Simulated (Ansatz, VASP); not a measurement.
## Cross-check of InGaSbAs (InAs/GaSb (001) superlattice, 10 and 10 atomic planes, on GaSb) between VASP and Ansatz

Wanted: the spread between two codes on one cell, functional and k mesh. Of the first pair: The structure shown is the start of the Ansatz relaxation below; VASP solves that cell, so the two are compared at the walk's first step.

Program: Ansatz 0.2.0. Level of theory: plane waves, with VASP 6.6.1 beside it; single point at PBE. Results are calculated unless marked as measured.

**1. The structure**

The cell holds 80 atoms: 20 In, 20 As, 20 Ga and 20 Sb. Its edges and angles: a = 8.768 Å, b = 8.768 Å, c = 31.000 Å, α = 90.0°, β = 90.0°, γ = 90.0°. It derives from InAs. Diamond or zinc-blende (001) planes, four atoms a plane, in-plane lattice constant that of GaSb (6.2 A); 10 planes of InAs and 10 of GaSb, plane spacings from the elastic response (2 C12/C11 taken as 1.0); (so at first; earlier steps may have moved the atoms), displaced by a Gaussian of 0.015 A. Lattice constants are starting values near those of PBE. The structure's axis is c.

**2. Ansatz: relaxation, PBE**

Ansatz runs on its default PAW (the set named soft_2) files.

The two programs are compared at the cell with which this relaxation starts, whose forces are those of its first step.

input.yaml

```yaml
crystal:
  lattice:
    - [8.76812, 0.0, 0.0]
    - [0.0, 8.76812, 0.0]
    - [0.0, 0.0, 31.0]
  atoms:
    - { symbol: In, position: [0.00228, 0.00122, 0.99925] }
    - { symbol: As, position: [0.24999, 0.00106, 0.04949] }
    - { symbol: In, position: [0.25045, 0.25019, 0.09968] }
    - { symbol: As, position: [0.4997, 0.25074, 0.1501] }
    - { symbol: In, position: [0.24835, 0.75176, 0.09979] }
    - { symbol: As, position: [0.50076, 0.74806, 0.14958] }
    - { symbol: In, position: [0.50254, 0.99815, 0.99904] }
    - { symbol: As, position: [0.74702, 0.00046, 0.05099] }
    - { symbol: In, position: [0.00192, 0.00286, 0.1994] }
    - { symbol: As, position: [0.25239, 0.99954, 0.24949] }
    - { symbol: In, position: [0.24954, 0.24906, 0.2991] }
    - { symbol: As, position: [0.49919, 0.25224, 0.34897] }
    - { symbol: In, position: [0.25068, 0.74942, 0.29964] }
    - { symbol: As, position: [0.49875, 0.75113, 0.3487] }
    - { symbol: In, position: [0.49839, 0.99916, 0.19897] }
    - { symbol: As, position: [0.74964, 0.99942, 0.24934] }
    - { symbol: In, position: [0.00097, 0.99975, 0.3987] }
    - { symbol: As, position: [0.25049, 0.99908, 0.44889] }
    - { symbol: Ga, position: [0.25144, 0.25035, 0.49971] }
    - { symbol: Sb, position: [0.50157, 0.24981, 0.54853] }
    - { symbol: Ga, position: [0.2496, 0.74914, 0.49909] }
    - { symbol: Sb, position: [0.49881, 0.74986, 0.54845] }
    - { symbol: In, position: [0.50179, 0.99757, 0.39853] }
    - { symbol: As, position: [0.74979, 0.00055, 0.44877] }
    - { symbol: Ga, position: [0.99963, 0.00169, 0.59902] }
    - { symbol: Sb, position: [0.25422, 0.99742, 0.64933] }
    - { symbol: Ga, position: [0.24821, 0.24863, 0.70015] }
    - { symbol: Sb, position: [0.50298, 0.24682, 0.74925] }
    - { symbol: Ga, position: [0.24989, 0.74635, 0.69917] }
    - { symbol: Sb, position: [0.50067, 0.75037, 0.74839] }
    - { symbol: Ga, position: [0.5019, 0.00042, 0.59884] }
    - { symbol: Sb, position: [0.74871, 0.00122, 0.64948] }
    - { symbol: Ga, position: [0.99918, 0.00015, 0.79992] }
    - { symbol: Sb, position: [0.24666, 0.0002, 0.84875] }
    - { symbol: Ga, position: [0.24842, 0.2508, 0.89977] }
    - { symbol: Sb, position: [0.49932, 0.24949, 0.95041] }
    - { symbol: Ga, position: [0.25121, 0.74865, 0.89998] }
    - { symbol: Sb, position: [0.49919, 0.75411, 0.94964] }
    - { symbol: Ga, position: [0.49946, 0.9994, 0.7993] }
    - { symbol: Sb, position: [0.75024, 0.00047, 0.84889] }
    - { symbol: In, position: [0.49902, 0.49774, 0.0006] }
    - { symbol: As, position: [0.75422, 0.50237, 0.05001] }
    - { symbol: In, position: [0.75175, 0.75029, 0.10048] }
    - { symbol: As, position: [0.00114, 0.74961, 0.14897] }
    - { symbol: In, position: [0.74891, 0.25054, 0.09908] }
    - { symbol: As, position: [0.99962, 0.25229, 0.14953] }
    - { symbol: In, position: [0.0034, 0.50248, 0.99986] }
    - { symbol: As, position: [0.24767, 0.49992, 0.04961] }
    - { symbol: In, position: [0.50065, 0.50276, 0.19881] }
    - { symbol: As, position: [0.74933, 0.50057, 0.24974] }
    - { symbol: In, position: [0.75087, 0.75071, 0.29968] }
    - { symbol: As, position: [0.00084, 0.74959, 0.3489] }
    - { symbol: In, position: [0.74879, 0.25094, 0.29949] }
    - { symbol: As, position: [0.9949, 0.25208, 0.34884] }
    - { symbol: In, position: [0.00079, 0.50113, 0.19824] }
    - { symbol: As, position: [0.24795, 0.49943, 0.24881] }
    - { symbol: In, position: [0.50047, 0.49912, 0.39788] }
    - { symbol: As, position: [0.75105, 0.50188, 0.44882] }
    - { symbol: Ga, position: [0.74878, 0.74955, 0.49881] }
    - { symbol: Sb, position: [0.00103, 0.75172, 0.54857] }
    - { symbol: Ga, position: [0.74757, 0.24884, 0.49881] }
    - { symbol: Sb, position: [0.00127, 0.25381, 0.54877] }
    - { symbol: In, position: [0.00042, 0.4997, 0.39851] }
    - { symbol: As, position: [0.25134, 0.5006, 0.44845] }
    - { symbol: Ga, position: [0.49815, 0.49979, 0.59868] }
    - { symbol: Sb, position: [0.75215, 0.50162, 0.64854] }
    - { symbol: Ga, position: [0.752, 0.74902, 0.69926] }
    - { symbol: Sb, position: [0.00206, 0.74825, 0.74943] }
    - { symbol: Ga, position: [0.74807, 0.24668, 0.69967] }
    - { symbol: Sb, position: [5.0e-05, 0.24859, 0.74859] }
    - { symbol: Ga, position: [0.99931, 0.5023, 0.59907] }
    - { symbol: Sb, position: [0.24936, 0.49885, 0.64908] }
    - { symbol: Ga, position: [0.49735, 0.5023, 0.79976] }
    - { symbol: Sb, position: [0.75204, 0.49904, 0.85009] }
    - { symbol: Ga, position: [0.75118, 0.74738, 0.89991] }
    - { symbol: Sb, position: [0.00054, 0.74902, 0.94983] }
    - { symbol: Ga, position: [0.75075, 0.24994, 0.89935] }
    - { symbol: Sb, position: [0.00101, 0.25039, 0.95012] }
    - { symbol: Ga, position: [0.00016, 0.50077, 0.79938] }
    - { symbol: Sb, position: [0.24852, 0.49873, 0.85021] }
kpoints:
  mp_grid: { grid: [2, 2, 1] }
hamiltonian:
  xc: pbe
scf:
  occupations: { method: fermi_dirac, width: 0.025 }
output:
  forces: true
relax:
  f_tol: 0.04
  max_steps: 150
  cell: { fix: [a, b, alpha, beta, gamma] }
```

The run is started by

```sh
ansatz run input.yaml --threads 6 --pin off --max-ram 102400MiB --backend cuda --events-out ev --progress --plain --runs-dir out
```

Numbers of over 12 decimals in the logs are rounded to 6 here.

The program printed:

```text
Engine: ansatz 0.2.0, x86_64-unknown-linux-gnu
Pseudopotentials: kind: paw
Pseudopotential: In, paw, valence charge 13, recommended cutoff 420 eV (normal), In.paw.azcp
Pseudopotential: As, paw, valence charge 15, recommended cutoff 420 eV (normal), As.paw.azcp
Pseudopotential: Ga, paw, valence charge 13, recommended cutoff 420 eV (normal), Ga.paw.azcp
Pseudopotential: Sb, paw, valence charge 15, recommended cutoff 420 eV (normal), Sb.paw.azcp
Functional definition: PBE
  parameter kappa = 0.804
  parameter beta = 0.066725
  exchange = pbe_x(kappa = kappa, mu = beta*pi^2/3)
  correlation = pbe_c(beta = beta)
device memory: the entry about to start is reckoned to put 31.1 GiB on a device that reports 70.6 GiB free
GPU FFT provider: cuFFT
GPU libraries: cuBLAS 13.8.2, cuFFT 12.4.0, cuSOLVER 12.3.4
Crystal: 80 atoms, lattice volume = 2383.278 Å³
Basis set: ecut = 420 eV, 46631 PW (Γ), exchange–correlation on 120×120×432 points (8 copies of the dense FFT grid, shifted against one another)
Bands: 672, of which v1, the nominal top of the filled ones, is band 560 counted from 1 (559 counted from 0)
Symmetry: 1 space group operations
Space group: P1 (ITA 1), of the structure as read, at distance tolerance 1.3e-4 Å
k-points: 4
Non-local potential: In, projectors of the file, l = 0: 2, l = 1: 2, l = 2: 2, l = 3: 2
Non-local potential: As, projectors of the file, l = 0: 2, l = 1: 2, l = 2: 3, l = 3: 1
Non-local potential: Ga, projectors of the file, l = 0: 2, l = 1: 2, l = 2: 3, l = 3: 1
Non-local potential: Sb, projectors of the file, l = 0: 2, l = 1: 2, l = 2: 2, l = 3: 2
PAW form: soft (Blöchl's): semilocal exchange-correlation on the pseudo side does not see the compensation charge
PAW one-centre angular grid: In, 590 points (default); XC on 64 Gauss nodes
PAW one-centre angular grid: As, 590 points (default); XC on 64 Gauss nodes
PAW one-centre angular grid: Ga, 590 points (default); XC on 64 Gauss nodes
PAW one-centre angular grid: Sb, 590 points (default); XC on 64 Gauss nodes
Initial density: superposition of atomic densities (neutral atoms: chi_scale 0, normalization atom), corrected by the library's trained network
Initial wavefunctions: pseudopotential atomic-orbital guess
GPU buffer pool allocated for 777600 grid points (all kernels)
GPU transforms: local potential and band sums: pruned to the plane-wave sphere, on 60×60×216
Functional: x = pbe(κ = 0.804, μ = 0.219515), c = pbe(β = 0.066725)
SCF iter   1: F=—  HF=-414442.665823 eV  |F-HF|=—  |Δ(HF+E_count)|=         —  Δρ=1.78e-3  dr2=1.86e-1  ethr=1.77e-3  ⟨swp⟩=6.0  Hψ=10195  notcnv=0  defer=17
preconditioner: auto → LDOS  [metal: Δε(μ)=0.023 eV  Ē_g=13.561 eV  σ=0.025 eV  W_gap=0.22  n_scr=562 (ndim 8)  ℏωp=20.4 eV  f_vac=0.114  D(μ)=11.74/eV (n_scr^D=36)  β→1.0]
SCF iter   2: F=—  HF=-414442.636563 eV  |F-HF|=—  |Δ(HF+E_count)|=   2.93e-2  Δρ=1.34e-3  dr2=1.01e-1  ethr=1.66e-5  ⟨swp⟩=2.0  Hψ=4554  notcnv=0  defer=426
SCF iter   3: F=—  HF=-414442.609130 eV  |F-HF|=—  |Δ(HF+E_count)|=   2.74e-2  Δρ=2.99e-4  dr2=4.46e-3  ethr=8.99e-6  ⟨swp⟩=2.0  Hψ=4500  notcnv=0  defer=426
SCF iter   4: F=—  HF=-414442.604940 eV  |F-HF|=—  |Δ(HF+E_count)|=   4.19e-3  Δρ=7.25e-5  dr2=2.55e-4  ethr=3.98e-7  ⟨swp⟩=2.0  Hψ=4503  notcnv=0  defer=426
SCF iter   5: F=—  HF=-414442.602753 eV  |F-HF|=—  |Δ(HF+E_count)|=   2.19e-3  Δρ=2.51e-5  dr2=3.01e-5  ethr=2.27e-8  ⟨swp⟩=2.0  Hψ=3703  notcnv=0  defer=426
SCF iter   6: F=—  HF=-414442.611630 eV  |F-HF|=—  |Δ(HF+E_count)|=   8.88e-3  Δρ=6.86e-6  dr2=2.66e-6  ethr=2.68e-9  ⟨swp⟩=2.0  Hψ=4801  notcnv=0  defer=426
SCF iter   7: F=—  HF=-414442.611631 eV  |F-HF|=—  |Δ(HF+E_count)|=   1.21e-6  Δρ=3.24e-6  dr2=9.32e-7  ethr=2.38e-10  ⟨swp⟩=3.0  Hψ=4095  notcnv=0  defer=426
SCF iter   8: F=-414442.611631 eV  HF=-414442.611631 eV  |F-HF|=2.10e-8  |Δ(HF+E_count)|=   4.53e-8  Δρ=8.79e-7  dr2=5.18e-8  ethr=8.93e-12  ⟨swp⟩=2.0  Hψ=8247  notcnv=0
SCF 1 converged in 8 iterations: F = -414442.611631 eV  dr2 = 5.18e-8
  greatest PAW one-centre occupation: 0.999 electrons in one spin orbital (limit 2), on the As atom at site 17 (counted from 0), in its partial waves of l = 2
relax step   1: F+E_penalty+E_count = -414442.61163100 eV  Δ(F+E_penalty+E_count) = +0.000e0 eV  max|allowed force component| = 1.680e0 eV/Å  Δτ_max = 0.0000 Å  P = +0.447 GPa  Ω = 2383.278 Å³  fix = [a, b, alpha, beta, gamma]  reactions: a +0.556, b +0.924 GPa; alpha -0.054, beta +0.004, gamma -0.001 GPa/rad  (8 SCF iters, dr2 threshold 1.00e-7 eV, accepted)
device memory: the entry about to start is reckoned to put 29.2 GiB (of the 31.1 GiB reckoned in all, the device holds 1.9 GiB already) on a device that reports 68.7 GiB free
GPU FFT provider: cuFFT
GPU libraries: cuBLAS 13.8.2, cuFFT 12.4.0, cuSOLVER 12.3.4
Crystal: 80 atoms, lattice volume = 2376.042 Å³
[...]
--- Relaxed structure (3 steps of the walk, 3 accepted, 1 SCFs on fresh bases) ---
  F+E_penalty+E_count = -414443.94243364 eV   max|allowed force component| = 3.194e-2 eV/Å   (the final SCF, on the basis selected at the relaxed cell)
  cell:  # Å, volume = 2374.5764 Å³
    - [8.76812, 0.0, 0]
    - [0.0, 8.76812, 0]
    - [0, 0, 30.886819]
  atoms:
    - { symbol: In, position: [-5.1478873782501734e-5, 0.000332469, 1.003690] }
    - { symbol: As, position: [0.250258, 1.582788273277733e-5, 0.052948] }
    - { symbol: In, position: [0.250120, 0.249944, 0.102982] }
    - { symbol: As, position: [0.500167, 0.250090, 0.152437] }
    - { symbol: In, position: [0.250022, 0.750054, 0.102932] }
    - { symbol: As, position: [0.499967, 0.749953, 0.152415] }
    - { symbol: In, position: [0.500298, 0.999705, 1.003552] }
    - { symbol: As, position: [0.750043, -0.000110168, 0.053038] }
    - { symbol: In, position: [0.000398924, 5.4501634617634436e-5, 0.202365] }
    - { symbol: As, position: [0.250498, 1.000065, 0.251997] }
    - { symbol: In, position: [0.250175, 0.250071, 0.301878] }
    - { symbol: As, position: [0.500166, 0.250195, 0.351777] }
    - { symbol: In, position: [0.250312, 0.749913, 0.301849] }
    - { symbol: As, position: [0.500389, 0.750145, 0.351693] }
    - { symbol: In, position: [0.500501, 0.999969, 0.202293] }
    - { symbol: As, position: [0.750385, 1.000199, 0.252011] }
    - { symbol: In, position: [0.000480059, 1.000157, 0.401706] }
    - { symbol: As, position: [0.250430, 1.000043, 0.452357] }
    - { symbol: Ga, position: [0.250367, 0.250069, 0.495563] }
    - { symbol: Sb, position: [0.500345, 0.250268, 0.545977] }
    - { symbol: Ga, position: [0.250179, 0.749974, 0.495554] }
    - { symbol: Sb, position: [0.500200, 0.750204, 0.545945] }
    - { symbol: In, position: [0.500366, 1.000068, 0.401698] }
    - { symbol: As, position: [0.750410, -7.525886100796534e-7, 0.452314] }
    - { symbol: Ga, position: [1.000289, 0.000300746, 0.595991] }
    - { symbol: Sb, position: [0.250275, 0.999925, 0.646224] }
    - { symbol: Ga, position: [0.250047, 0.249798, 0.696350] }
    - { symbol: Sb, position: [0.499975, 0.250387, 0.746438] }
    - { symbol: Ga, position: [0.250119, 0.749945, 0.696351] }
    - { symbol: Sb, position: [0.500206, 0.750320, 0.746377] }
    - { symbol: Ga, position: [0.500261, 0.000210473, 0.595972] }
    - { symbol: Sb, position: [0.750228, 1.004688366255622e-5, 0.646223] }
    - { symbol: Ga, position: [0.999754, 0.000143255, 0.796547] }
    - { symbol: Sb, position: [0.249826, 0.000133515, 0.846357] }
    - { symbol: Ga, position: [0.249638, 0.250007, 0.896601] }
    - { symbol: Sb, position: [0.499708, 0.249878, 0.945725] }
    - { symbol: Ga, position: [0.249653, 0.750243, 0.896610] }
    - { symbol: Sb, position: [0.499833, 0.749667, 0.945688] }
    - { symbol: Ga, position: [0.499826, 1.000299, 0.796522] }
    - { symbol: Sb, position: [0.749769, 0.000176117, 0.846397] }
    - { symbol: In, position: [0.499870, 0.499823, 0.00362771] }
    - { symbol: As, position: [0.749890, 0.500033, 0.052950] }
    - { symbol: In, position: [0.750023, 0.749928, 0.103029] }
    - { symbol: As, position: [0.000110899, 0.750135, 0.152422] }
    - { symbol: In, position: [0.750022, 0.250132, 0.102943] }
    - { symbol: As, position: [1.000052, 0.249908, 0.152388] }
    - { symbol: In, position: [-0.000120803, 0.500375, 1.003559] }
    - { symbol: As, position: [0.249865, 0.499930, 0.052977] }
    - { symbol: In, position: [0.500501, 0.500071, 0.202346] }
    - { symbol: As, position: [0.750541, 0.500140, 0.252003] }
    - { symbol: In, position: [0.750521, 0.750225, 0.301876] }
    - { symbol: As, position: [0.000467971, 0.750099, 0.351766] }
    - { symbol: In, position: [0.750095, 0.250096, 0.301899] }
    - { symbol: As, position: [1.000174, 0.250186, 0.351737] }
    - { symbol: In, position: [0.000397411, 0.500022, 0.202243] }
    - { symbol: As, position: [0.250382, 0.499956, 0.251960] }
    - { symbol: In, position: [0.500484, 0.500232, 0.401699] }
    - { symbol: As, position: [0.750387, 0.500006, 0.452371] }
    - { symbol: Ga, position: [0.750202, 0.750049, 0.495555] }
    - { symbol: Sb, position: [0.000183801, 0.750209, 0.545968] }
    - { symbol: Ga, position: [0.750282, 0.249968, 0.495562] }
    - { symbol: Sb, position: [0.000330624, 0.250247, 0.545948] }
    - { symbol: In, position: [0.000371923, 0.500113, 0.401732] }
    - { symbol: As, position: [0.250451, 0.500040, 0.452337] }
    - { symbol: Ga, position: [0.500183, 0.500273, 0.596003] }
    - { symbol: Sb, position: [0.750124, 0.500040, 0.646263] }
    - { symbol: Ga, position: [0.750339, 0.750020, 0.696342] }
    - { symbol: Sb, position: [0.000174726, 0.750170, 0.746427] }
    - { symbol: Ga, position: [0.749946, 0.249968, 0.696329] }
    - { symbol: Sb, position: [-4.331087545000635e-5, 0.250071, 0.746396] }
    - { symbol: Ga, position: [1.000175, 0.500239, 0.596014] }
    - { symbol: Sb, position: [0.250162, 0.499918, 0.646267] }
    - { symbol: Ga, position: [0.499677, 0.500436, 0.796549] }
    - { symbol: Sb, position: [0.749820, 0.500093, 0.846322] }
    - { symbol: Ga, position: [0.749849, 0.750042, 0.896552] }
    - { symbol: Sb, position: [-0.000271536, 0.750431, 0.945737] }
    - { symbol: Ga, position: [0.749656, 0.250253, 0.896601] }
    - { symbol: Sb, position: [-0.000335471, 0.250175, 0.945747] }
    - { symbol: Ga, position: [-0.00010573, 0.500089, 0.796519] }
    - { symbol: Sb, position: [0.249753, 0.500149, 0.846421] }
```

[end of part 1 of 3]

[Lines on the potential files, build, host, timing and source positions are cut from VASP's logs without a mark.]

[Logs are printed without paths, hosts, clocks, repeated set-up lines and the standing remarks that a program may print on its own settings, such as how far it seeks lower states.]

[Hosts, paths, dates, database ids (printed as entryN), source tags and the programs' standing remarks are cut or masked in the printed files.]
